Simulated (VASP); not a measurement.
Given:

```yaml
crystal:
  lattice:
    - [2.92586, 0.00000, 0.00000]
    - [0.00000, 2.92586, 0.00000]
    - [0.00000, 0.00000, 2.92586]
  atoms:
    - { symbol: Cd, position: [0.00000, 0.00000, 0.00000] }
```

These are r2SCAN meta-GGA with spin-orbit coupling, VASP's PBE PAW potentials (set 64) (plane waves; VASP) values and carry that method's errors. Run with 400 eV cut-off, 11×11×11 Γ-centred mesh, Gaussian smearing of 0.050 eV, potentials Cd.

### Question
Predict the energy per atom (σ→0), band gap (over mesh and band path) with the smallest direct gap where there is one.

### Answer

```
Property                                                              Result
----------------------------------  ----------------------------------------
band gap (over mesh and band path)  none (metal, semimetal or under 0.01 eV)
energy per atom (σ→0)                                        -19.965 eV/atom
```

The structure was generated: Cd was put into the simple-cubic type (Pm-3m), which need not be its known phase. It was relaxed first.
